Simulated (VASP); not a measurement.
```yaml
crystal:
  lattice:
    - [3.86604, 0.00000, 0.00000]
    - [-1.93302, 3.34809, 0.00000]
    - [0.00000, 0.00000, 9.45002]
  atoms:
    - { symbol: Sb, position: [0.33333, 0.66667, 0.18920] }
    - { symbol: Sb, position: [0.66667, 0.33333, 0.81080] }
    - { symbol: S, position: [0.00000, 0.00000, 0.00000] }
    - { symbol: S, position: [0.33333, 0.66667, 0.65854] }
    - { symbol: S, position: [0.66667, 0.33333, 0.34146] }
```

All values below come from PBEsol GGA, VASP's PBE PAW potentials (set 64) (plane waves; VASP 6.6.1). Numerical set-up: 400 eV cut-off, 7×7×3 Γ-centred mesh, tetrahedra with Blöchl corrections, potentials Sb S.

The cores are frozen, which limits the accuracy of field gradients.

**Question.** Give the principal components of the electric field gradient (V/Å²) and the asymmetry η at each nucleus.

**Answer.** 
| atom | Vxx | Vyy | Vzz | η |
|---|---|---|---|---|
| Sb1 | 4.1 | 4.1 | -8.2 | 0.00 |
| Sb2 | 4.1 | 4.1 | -8.2 | 0.00 |
| S3 | -21.4 | -21.4 | 42.8 | 0.00 |
| S4 | 12.1 | 12.1 | -24.1 | 0.00 |
| S5 | 12.1 | 12.1 | -24.1 | 0.00 |

The structure was generated: Sb2S3 was put into the A-La2O3 type (P-3m1), which need not be its known phase. It was relaxed first, which changed the volume by +13 %.
